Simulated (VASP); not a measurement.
Input for VASP

File KPOINTS:
```
Automatic
0
Gamma
  3 3 3
```

File POSCAR:
```
Y(CoB)2
1.0
 -1.7498620000   1.7498620000   4.6597130000
  1.7498620000  -1.7498620000   4.6597130000
  1.7498620000   1.7498620000  -4.6597130000
Y Co B
1 2 2
direct
  0.0000000000   0.0000000000   0.0000000000
  0.7500000000   0.2500000000   0.5000000000
  0.2500000000   0.7500000000   0.5000000000
  0.6546600000   0.6546600000   0.0000000000
  0.3453400000   0.3453400000   0.0000000000
```

INCAR:
```
SYSTEM = Y(CoB)2
PREC = Accurate
ENCUT = 400
EDIFF = 1E-6
NELM = 100
ALGO = Normal
LREAL = .FALSE.
LASPH = .TRUE.
ISMEAR = -1
SIGMA = 0.1
LMAXMIX = 4
LWAVE = .FALSE.
LCHARG = .FALSE.
ISIF = 2
```

POTCAR, in this order: Y_sv Co B (LDA.64 set). Program: vasp_std.

Task: Write an equivalent input for Ansatz.

Result: One equivalent input (not run):
Ansatz 0.2 input:
```yaml
crystal:
  lattice:
    - [-1.7498620, 1.7498620, 4.6597130]
    - [1.7498620, -1.7498620, 4.6597130]
    - [1.7498620, 1.7498620, -4.6597130]
  atoms:
    - { symbol: Y, position: [0.0000000, 0.0000000, 0.0000000] }
    - { symbol: Co, position: [0.7500000, 0.2500000, 0.5000000] }
    - { symbol: Co, position: [0.2500000, 0.7500000, 0.5000000] }
    - { symbol: B, position: [0.6546600, 0.6546600, 0.0000000] }
    - { symbol: B, position: [0.3453400, 0.3453400, 0.0000000] }
kpoints:
  mp_grid: { grid: [3, 3, 3] }
hamiltonian:
  xc: lda
  pseudopotentials: { kind: paw }
scf:
  occupations: { method: fermi_dirac, width: 0.1 }
  max_iter: 100
output: { forces: true, stress: true, eigenvalues: true }
```
What does not carry over: each code has its own PAW files, so the cut-off isn't converted (ENCUT is set for VASP's; basis.ecutwfc is left out, and Ansatz then takes the one that its files recommend); Ansatz stops its SCF on the density residual and VASP on the energy change (EDIFF); Ansatz's lda is the Perdew-Wang form, while the LDA potentials of VASP carry Perdew-Zunger's.

The structure comes from a computed database's Co2YB2 entry; how it stands against other phases isn't given here. The cell was not relaxed at this level. The k-mesh is coarse (spacing up to 0.85 per Å, 2π included), so the numbers may not be converged in it. The run is one of a series of settings (KPOINTS 3×3×3 Γ-centred mesh against the base run), some of them coarse on purpose.
